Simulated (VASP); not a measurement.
VASP ran on this input.

POSCAR:
```
Cr2Se3
1
    4.1278610000     0.0000000000     0.0000000000
   -2.0639300000     3.5748320000     0.0000000000
    0.0000000000     0.0000000000     6.4318320000
Cr Se
2 3
Direct
  0.3333330000   0.6666670000   0.2467000000
  0.6666670000   0.3333330000   0.7533000000
  0.0000000000   0.0000000000   0.0000000000
  0.3333330000   0.6666670000   0.6470000000
  0.6666670000   0.3333330000   0.3530000000
```

**KPOINTS**
```
Automatic mesh
0
Gamma
5 5 3
0 0 0
```

### INCAR
```
SYSTEM = Cr2Se3
PREC = Accurate
ENCUT = 400
EDIFF = 1E-6
NELM = 100
ALGO = Normal
LREAL = .FALSE.
LASPH = .TRUE.
ISMEAR = 0
SIGMA = 0.05
GGA = PE
LMAXMIX = 4
LORBIT = 10
LWAVE = .FALSE.
LCHARG = .FALSE.
ISIF = 2
ISPN = 2
```

POTCAR, in this order: Cr_pv Se (PBE.64 set). Program: vasp_std.

The run wrote:

**standard output**
```
 POSCAR found type information on POSCAR CrSe
 POSCAR found :  2 types and       5 ions
 Reading from existing POTCAR
 Reading from existing POTCAR
 LDA part: xc-table for (Slater+PW92), standard interpolation
 POSCAR, INCAR and KPOINTS ok, starting setup
 WAVECAR not read
 entering main loop
       N       E                     dE             d eps       ncg     rms          rms(c)
DAV:   1     0.343911857830E+03    0.34391E+03   -0.19813E+04   664   0.137E+03
DAV:   2     0.452392621556E+01   -0.33939E+03   -0.33495E+03   634   0.391E+02
DAV:   3    -0.311246259084E+02   -0.35649E+02   -0.35000E+02   859   0.105E+02
DAV:   4    -0.321951198749E+02   -0.10705E+01   -0.10636E+01   704   0.178E+01
DAV:   5    -0.322386577356E+02   -0.43538E-01   -0.43347E-01   895   0.311E+00    0.180E+01
DAV:   6    -0.402104085337E+02   -0.79718E+01   -0.18345E+02   812   0.750E+01    0.375E+01
DAV:   7    -0.281778640013E+02    0.12033E+02   -0.14007E+02   852   0.700E+01    0.584E+00
DAV:   8    -0.283248463521E+02   -0.14698E+00   -0.45869E+00   710   0.107E+01    0.314E+00
DAV:   9    -0.282422930863E+02    0.82553E-01   -0.81741E-01   818   0.458E+00    0.903E-01
DAV:  10    -0.282432209977E+02   -0.92791E-03   -0.19182E-02   699   0.107E+00    0.278E-01
DAV:  11    -0.282436933811E+02   -0.47238E-03   -0.23577E-03   876   0.317E-01    0.103E-01
DAV:  12    -0.282436403836E+02    0.52997E-04   -0.81653E-04   820   0.146E-01    0.363E-02
DAV:  13    -0.282436596080E+02   -0.19224E-04   -0.90584E-05   708   0.723E-02    0.214E-02
DAV:  14    -0.282436672986E+02   -0.76906E-05   -0.31592E-05   806   0.258E-02    0.677E-03
DAV:  15    -0.282436686971E+02   -0.13985E-05   -0.47933E-06   629   0.116E-02    0.369E-03
DAV:  16    -0.282436689186E+02   -0.22148E-06   -0.72107E-07   372   0.407E-03
   1 F= -.28243669E+02 E0= -.28232634E+02  d E =-.220700E-01
```

File OUTCAR:
```
------------------------ aborting loop because EDIFF is reached ----------------------------------------
  FORCE on cell =-STRESS in cart. coord.  units (eV):
  Direction    XX          YY          ZZ          XY          YZ          ZX
  --------------------------------------------------------------------------------------
  Total       -4.2801133     -4.2801121     -2.4689542     -0.0000006      0.0000000      0.0000000
  in kB      -72.2520968    -72.2520770    -41.6781304     -0.0000101      0.0000000      0.0000000
  external PRESSURE =     -62.0607681 kB  Pullay stress =       0.0000000 kB
  volume of cell :       94.91
      direct lattice vectors                 reciprocal lattice vectors
     4.127861000  0.000000000  0.000000000     0.242256219  0.139866679  0.000000000
    -2.063930000  3.574832000  0.000000000     0.000000000  0.279733425  0.000000000
     0.000000000  0.000000000  6.431832000     0.000000000  0.000000000  0.155476698
 POSITION                                       TOTAL-FORCE (eV/Angst)
 -----------------------------------------------------------------------------------
     -0.00000      2.38322      1.58673        -0.000000      0.000000      0.338824
      2.06393      1.19161      4.84510         0.000000      0.000000     -0.338824
      0.00000      0.00000      0.00000         0.000000      0.000000      0.000000
     -0.00000      2.38322      4.16140         0.000000     -0.000000     -0.302666
      2.06393      1.19161      2.27044        -0.000000      0.000000      0.302666
 -----------------------------------------------------------------------------------
    total drift:                                0.000000     -0.000000      0.000000
  FREE ENERGIE OF THE ION-ELECTRON SYSTEM (eV)
  ---------------------------------------------------
  free  energy   TOTEN  =       -28.2436689186 eV

  energy  without entropy=      -28.2215989159  energy(sigma->0) =      -28.23263392

 total charge

# of ion       s       p       d       tot
------------------------------------------
    1        0.264   6.185   4.184  10.632
    2        0.264   6.185   4.184  10.632
    3        1.468   2.268   0.032   3.768
    4        1.462   2.312   0.079   3.853
    5        1.462   2.312   0.079   3.853
--------------------------------------------------
tot          4.920  19.260   8.557  32.738
```
(Selected blocks of OUTCAR.)

**Question.** The run ends quietly. Is anything wrong with it?

**Answer.** The cause: ISPIN is misspelt, so the run is not spin-polarised. The run ends without an error. Against the sound run, the energy per atom (σ→0) rises by 0.436 eV/atom; the pressure decreases by 10.28 GPa; the largest force decreases by 0.197 eV/Å. To mend it, set ISPIN = 2, set MAGMOM = 3.0 3.0 0.0 0.0 0.0, remove ISPN.

The mended run (PBE GGA, plane waves, VASP's PBE PAW potentials (set 64)) converges, and its OSZICAR ends with
```
   1 F= -.30411900E+02 E0= -.30411090E+02  d E =-.162060E-02  mag=     6.0000
```

The structure was generated: Cr2Se3 was put into the A-La2O3 type (P-3m1), which need not be its known phase. The cell was not relaxed at this level. The run is not spin-polarised, so no magnetic state was tried.
